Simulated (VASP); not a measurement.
Calculation: TPSS meta-GGA, VASP's PBE PAW potentials (set 64) (plane waves; VASP 6.6.1).

VASP ran on this input.

INCAR:
```
SYSTEM = Ta
PREC = Accurate
ENCUT = 520
EDIFF = 1E-7
NELM = 100
ALGO = Normal
LREAL = .FALSE.
LASPH = .TRUE.
ISMEAR = 1
SIGMA = 0.1
METAGGA = TPSS
LMIXTAU = .TRUE.
LMAXMIX = 6
LWAVE = .FALSE.
LCHARG = .FALSE.
ISIF = 2
```

KPOINTS:
```
K-points
0
Gamma
15 15 15
0 0 0
```

### POSCAR
```
Ta
1
   -1.6333321938     1.6333321938     1.6333321938
    1.6333321938    -1.6333321938     1.6333321938
    1.6333321938     1.6333321938    -1.6333321938
Ta
1
Direct
  0.0000000000   0.0000000000   0.0000000000
```

POTCAR, in this order: Ta_pv (PBE.64 set). Program: vasp_std.

Output of the run:

### OUTCAR
```
 ion  position               nearest neighbor table
   1  0.000  0.000  0.000-
  LATTYP: Found a body centered cubic cell.
 ALAT       =     3.2666643876
 Subroutine PRICEL returns:
 Original cell was already a primitive cell.
 Subroutine GETGRP returns: Found 48 space group operations
The static configuration has the point symmetry O_h .
The dynamic configuration has the point symmetry O_h .
 Subroutine INISYM returns: Found 48 space group operations
 Subroutine IBZKPT returns following result:
 Found    120 irreducible k-points:

 Following reciprocal coordinates:
            Coordinates               Weight
  0.000000  0.000000  0.000000      1.000000
  0.066667  0.000000  0.000000     12.000000
  0.133333  0.000000  0.000000     12.000000
  0.200000  0.000000  0.000000     12.000000
  0.266667  0.000000  0.000000     12.000000
  0.333333  0.000000  0.000000     12.000000
  0.400000  0.000000  0.000000     12.000000
  0.466667  0.000000  0.000000     12.000000
  0.066667  0.066667  0.000000     24.000000
  0.133333  0.066667  0.000000     48.000000
  0.200000  0.066667  0.000000     48.000000
  0.266667  0.066667  0.000000     48.000000
  0.333333  0.066667 -0.000000     48.000000
  0.400000  0.066667 -0.000000     48.000000
  0.466667  0.066667  0.000000     24.000000
  0.133333  0.133333  0.000000     24.000000
  0.200000  0.133333  0.000000     48.000000
  0.266667  0.133333  0.000000     48.000000
  0.333333  0.133333 -0.000000     48.000000
  0.400000  0.133333  0.000000     48.000000
  0.200000  0.200000  0.000000     24.000000
  0.266667  0.200000  0.000000     48.000000
  0.333333  0.200000  0.000000     48.000000
  0.400000  0.200000  0.000000     24.000000
  0.266667  0.266667  0.000000     24.000000
  0.333333  0.266667  0.000000     48.000000
  0.333333  0.333333  0.000000      8.000000
  0.066667  0.066667  0.066667      8.000000
  0.133333  0.066667  0.066667     24.000000
  0.200000  0.066667  0.066667     24.000000
  0.266667  0.066667  0.066667     24.000000
  0.333333  0.066667  0.066667     24.000000
  0.400000  0.066667  0.066667     24.000000
 -0.066667  0.066667  0.066667      6.000000
  0.133333  0.133333  0.066667     24.000000
  0.200000  0.133333  0.066667     48.000000
  0.266667  0.133333  0.066667     48.000000
  0.333333  0.133333  0.066667     48.000000
  0.400000  0.133333  0.066667     24.000000
 -0.133333  0.133333  0.066667     24.000000
   k-points           NKPTS =    120   k-points in BZ     NKDIM =    120   number of bands    NBANDS=      9
   number of dos      NEDOS =    301   number of ions     NIONS =      1
   total plane-waves  NPLWV =  13824
   dimension x,y,z NGX =    24 NGY =   24 NGZ =   24
   dimension x,y,z NGXF=    48 NGYF=   48 NGZF=   48
   ions per type =               1
   PREC   = accura    normal or accurate (medium, high low for compatibility)
   ISTART =      0    job   : 0-new  1-cont  2-samecut
   ICHARG =      2    charge: 1-file 2-atom 10-const
   ISPIN  =      1    spin polarized calculation?
   LNONCOLLINEAR =      F non collinear calculations
   LSORBIT =      F    spin-orbit coupling
   INIWAV =      1    electr: 0-lowe 1-rand  2-diag
   ENCUT  =  520.0 eV  38.22 Ry    6.18 a.u.   5.26  5.26  5.26*2*pi/ulx,y,z
   NELM   =    100;   NELMIN=  2; NELMDL= -5     # of ELM steps
   EDIFF  = 0.1E-06   stopping-criterion for ELM
   LREAL  =      F    real-space projection
   NLSPLINE    = F    spline interpolate recip. space projectors
   LMAXMIX     =    6 max onsite mixed and CHGCAR
   VOSKOWN=      0    Vosko Wilk Nusair interpolation
...
```

**OSZICAR**
```
       N       E                     dE             d eps       ncg     rms          rms(c)
DAV:   1     0.702391958970E+02    0.70239E+02   -0.76905E+03  2160   0.143E+03
DAV:   2    -0.512951225822E+01   -0.75369E+02   -0.73986E+02  2442   0.328E+02
DAV:   3    -0.676937805594E+01   -0.16399E+01   -0.15585E+01  3191   0.519E+01
DAV:   4    -0.679771391554E+01   -0.28336E-01   -0.27399E-01  2599   0.432E+00
DAV:   5    -0.679813684534E+01   -0.42293E-03   -0.42189E-03  2856   0.493E-01    0.125E+01
DAV:   6    -0.135611886637E+02   -0.67631E+01   -0.11759E+01  2160   0.460E+01    0.101E+01
DAV:   7    -0.123742475933E+02    0.11869E+01   -0.35933E+00  2170   0.281E+01    0.304E+00
DAV:   8    -0.134366758072E+02   -0.10624E+01   -0.20891E+00  2166   0.211E+01    0.336E+00
DAV:   9    -0.134392229504E+02   -0.25471E-02   -0.11123E-02  2498   0.129E+00    0.317E+00
DAV:  10    -0.134400260818E+02   -0.80313E-03   -0.50972E-05  2447   0.916E-02    0.320E+00
DAV:  11    -0.134193382133E+02    0.20688E-01   -0.12478E-01  2238   0.423E+00    0.216E-01
DAV:  12    -0.134214655875E+02   -0.21274E-02   -0.33505E-03  2355   0.708E-01    0.667E-01
DAV:  13    -0.134202548228E+02    0.12108E-02   -0.96641E-04  2234   0.385E-01    0.426E-01
DAV:  14    -0.134197315144E+02    0.52331E-03   -0.17881E-03  2247   0.471E-01    0.105E-01
DAV:  15    -0.134198444456E+02   -0.11293E-03   -0.24924E-05  2235   0.721E-02    0.830E-02
DAV:  16    -0.134197840268E+02    0.60419E-04   -0.44542E-05  2236   0.638E-02    0.185E-02
DAV:  17    -0.134198264983E+02   -0.42472E-04   -0.20105E-06  2196   0.220E-02    0.810E-03
DAV:  18    -0.134198233489E+02    0.31494E-05   -0.18695E-08  1257   0.207E-03    0.543E-03
DAV:  19    -0.134198311174E+02   -0.77685E-05   -0.80043E-08  1604   0.430E-03    0.206E-03
DAV:  20    -0.134198296864E+02    0.14310E-05   -0.27508E-08  1089   0.262E-03    0.708E-04
DAV:  21    -0.134198300885E+02   -0.40209E-06   -0.22896E-09  1086   0.819E-04    0.169E-04
DAV:  22    -0.134198300326E+02    0.55821E-07   -0.43283E-10  1086   0.329E-04
   1 F= -.13419830E+02 E0= -.13419940E+02  d E =0.328626E-03
```

OUTCAR:
```
------------------------ aborting loop because EDIFF is reached ----------------------------------------
  FORCE on cell =-STRESS in cart. coord.  units (eV):
  Direction    XX          YY          ZZ          XY          YZ          ZX
  --------------------------------------------------------------------------------------
  Total        0.7043330      0.7043330      0.7043330      0.0000000     -0.0000000     -0.0000000
  in kB       64.7448227     64.7448227     64.7448227      0.0000000     -0.0000000     -0.0000000
  external PRESSURE =      64.7448227 kB  Pullay stress =       0.0000000 kB
  volume of cell :       17.43
      direct lattice vectors                 reciprocal lattice vectors
    -1.633332194  1.633332194  1.633332194     0.000000000  0.306122663  0.306122663
     1.633332194 -1.633332194  1.633332194     0.306122663  0.000000000  0.306122663
     1.633332194  1.633332194 -1.633332194     0.306122663  0.306122663  0.000000000
 POSITION                                       TOTAL-FORCE (eV/Angst)
 -----------------------------------------------------------------------------------
      0.00000      0.00000      0.00000        -0.000000      0.000000      0.000000
 -----------------------------------------------------------------------------------
    total drift:                                0.000000      0.000000     -0.000000
  FREE ENERGIE OF THE ION-ELECTRON SYSTEM (eV)
  ---------------------------------------------------
  free  energy   TOTEN  =       -13.4198300326 eV

  energy  without entropy=      -13.4201586582  energy(sigma->0) =      -13.41993957
```
(Selected blocks of OUTCAR.)

The compound is Ta in the bcc structure. This cell is one point of a volume scan, at 0.97 of the reference volume.
